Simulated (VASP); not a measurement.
Consider the following.

```xyz
2
Lattice="0.0000 2.6707 2.6707 2.6707 0.0000 2.6707 2.6707 2.6707 0.0000" Properties=species:S:1:pos:R:3 pbc="T T T"
K      0.0000     0.0000     0.0000
F      2.6707     2.6707     2.6707
```

Calculation: rev-vdW-DF2, VASP's PBE PAW potentials (set 64) (plane waves; VASP 6.6.1). Numerical set-up: 520 eV cut-off, Gaussian smearing of 0.050 eV, potentials K_sv F.

Question: Give the energies of bands 6 to 10 at the high-symmetry points, in eV from the valence-band maximum.

Answer: 
| band | Γ | X | U | L | W |
|---|---|---|---|---|---|
| 6 | 0.00 | -0.21 | -0.34 | -0.81 | -0.41 |
| 7 | 0.00 | -0.06 | -0.20 | -0.35 | -0.17 |
| 8 | 0.00 | -0.06 | -0.20 | -0.35 | -0.17 |
| 9 | 6.05 | 8.11 | 8.86 | 8.98 | 9.65 |
| 10 | 10.64 | 10.28 | 10.64 | 10.50 | 9.65 |

The gap is direct, 6.06 eV, from the valence maximum at Γ to the conduction minimum at Γ.

Measured: gap 10.90 eV (computed value off by -4.84 eV), as given by David Koller et al., Journal of Physics Condensed Matter (2013), arXiv:1304.4470.

The compound is KF in the rock salt structure. It was relaxed first.
